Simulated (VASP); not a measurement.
TiB2 (space group P6/mmm): the measured cell of entry 2002799 of the Crystallography Open Database is

Space group P6/mmm (No. 191); a = 3.029 Å, b = 3.029 Å, c = 3.228 Å, α = 90.00°, β = 90.00°, γ = 120.00°

```tsv
atom	site	symmetry	x	y	z
Ti	1a	6/mmm	0.0000	0.0000	0.0000
B	2d	-6m2	0.3333	0.6667	0.5000
```

Level of theory: PBEsol GGA, VASP's PBE PAW potentials (set 64) (plane waves; VASP). Numerical set-up: 520 eV cut-off, 13×13×11 Γ-centred mesh, tetrahedra with Blöchl corrections, potentials Ti_sv B.

The calculation is for a static lattice at zero pressure; the measurement, whose temperature isn't given here, holds thermal and zero-point expansion. The entry's conditions were not checked, so it may have been measured under pressure.

Question: How far does the relaxed conventional cell lie from the measured one?

Answer: 
|  | measured | computed | difference |
|---|---|---|---|
| a (Å) | 3.029 | 3.018 | -0.4 % |
| c (Å) | 3.228 | 3.186 | -1.3 % |
| V (Å³/atom) | 8.55 | 8.38 | -2.0 % |

The structure comes from a measured TiB2 entry (P6/mmm) of the Crystallography Open Database, whose conditions weren't checked. It was relaxed first. Symmetry was kept, so distortions that lower it aren't found.
